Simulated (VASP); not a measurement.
```yaml
crystal:
  lattice:
    - [5.49707, 0.00000, 0.00000]
    - [0.00000, 5.49707, 0.00000]
    - [0.00000, 0.00000, 5.49707]
  atoms:
    - { symbol: C, position: [0.99423, 0.00453, 0.98872] }
    - { symbol: C, position: [0.49691, 0.99076, 0.50396] }
    - { symbol: C, position: [0.50209, 0.49430, 0.99240] }
    - { symbol: C, position: [0.99877, 0.50147, 0.50094] }
    - { symbol: O, position: [0.13821, 0.11723, 0.11865] }
    - { symbol: O, position: [0.86962, 0.88264, 0.88084] }
    - { symbol: O, position: [0.35942, 0.87761, 0.61827] }
    - { symbol: O, position: [0.62316, 0.12686, 0.38350] }
    - { symbol: O, position: [0.62319, 0.37057, 0.88238] }
    - { symbol: O, position: [0.38873, 0.62900, 0.12465] }
    - { symbol: O, position: [0.87857, 0.63105, 0.38022] }
    - { symbol: O, position: [0.12711, 0.37399, 0.62546] }
```

Calculation: HSE06 screened hybrid, VASP's PBE PAW potentials (set 64) (plane waves; VASP). Settings: 400 eV cut-off, 3×3×3 Γ-centred mesh, Gaussian smearing of 0.020 eV, potentials C O.

At this cut-off the stress carries a Pulay error, which pulls relaxed volumes low.

Give the force on each atom (eV/Å).

| atom | Fx | Fy | Fz |
|---|---|---|---|
| C1 | 6.007 | 4.212 | 5.530 |
| C2 | 1.719 | 3.206 | -2.426 |
| C3 | -3.760 | 4.696 | 4.977 |
| C4 | 1.577 | -1.160 | 1.211 |
| O5 | -3.729 | -2.418 | -3.403 |
| O6 | -2.264 | -1.767 | -2.058 |
| O7 | 0.744 | 0.031 | -0.294 |
| O8 | -2.415 | -3.205 | 2.634 |
| O9 | 1.881 | -2.168 | -2.214 |
| O10 | 1.791 | -2.527 | -2.700 |
| O11 | 1.016 | -1.288 | 1.113 |
| O12 | -2.566 | 2.388 | -2.370 |

Give the stress tensor in GPa (positive for a compressed cell).

```
-8.96  -0.54  -1.33
-0.54  -8.59   3.30
-1.33   3.30  -9.08
```
The pressure is its mean diagonal, -8.88 GPa.

The structure comes from a computed database's CO2 entry; how it stands against other phases isn't given here. The cell was not relaxed at this level, atoms are displaced from their ideal sites.
